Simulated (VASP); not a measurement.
Write the native input for VASP 6.6.1 that does the following.

```yaml
Task: relaxation of cell and atoms
Functional: PBE
Potentials_or_basis: VASP PAW PBE potentials, release 64 (Ca_sv, F)
Cutoff: 600 eV
k_mesh: 6 × 6 × 6
Occupations: gaussian, width 0.1 eV
Spin: no spin polarisation
Dipole_correction: no
Further_INCAR_settings: ALGO = Fast; EDIFF = 1e-07; IBRION = 2; EDIFFG = -0.01; NSW = 100; ISIF = 3
```

The structure of Ca4F lies in POSCAR:

```
Ca4F
1.0
    0.0000000000      5.3602913449      5.3602913449
    5.3602913449      0.0000000000      5.3602913449
    5.3602913449      5.3602913449      0.0000000000
Ca F
4 1
Direct
    0.6278222218      0.1165333346      0.6278222218
    0.6278222218      0.6278222218      0.6278222218
    0.1165333346      0.6278222218      0.6278222218
    0.6278222218      0.6278222218      0.1165333346
    0.5000000000      0.5000000000      0.5000000000
```

The cell was built by a generator and needn't be a form met in nature.

The cell isn't the ideal one: random cell by space group and Wyckoff sites (F-43m, No. 216).

One way to write it, as run:

INCAR

```
SYSTEM = Ca4F
PREC = Accurate
ENCUT = 600
EDIFF = 1E-7
ISMEAR = 0
SIGMA = 0.1
LREAL = .False.
LASPH = .True.
NELM = 60
ALGO = Fast
ISIF = 3
LWAVE = .False.
LCHARG = .False.
GGA = PE
IBRION = 2
NSW = 100
EDIFFG = -0.01
```

KPOINTS

```
regular mesh
0
Gamma
  6 6 6
  0 0 0
```

Potentials or basis: VASP PAW PBE potentials, release 64 (Ca_sv, F).

The run is started by

```bash
$ cat potpaw_PBE.64/Ca_sv/POTCAR potpaw_PBE.64/F/POTCAR > POTCAR
$ mpirun -np 1 vasp_std > vasp.out
```

It gave:

```json
{"Relaxed volume": "62.33 Å³/atom", "Relaxed cell": "a = 7.610 Å, b = 7.610 Å, c = 7.610 Å, α = 60.00°, β = 60.00°, γ = 60.00°", "Space group after relaxing (to 0.05 Å)": "F-43m (No. 216)", "Energy gained by relaxing": "0.3 meV/atom", "Ionic steps": "3", "Pressure after relaxing": "0.0 GPa", "Largest force after relaxing": "0.008 eV/Å", "Band gap on the k mesh": "none (metal or under the smearing width)"}
```

Caveat: an odd number of electrons without spin polarisation forces a metal; a magnetic or distorted state may lie lower.

Run time: 24 min on 1 thread of AMD EPYC 7R43 64-Core Processor (Zen 3) (shared host), peak memory 0.64 GiB.
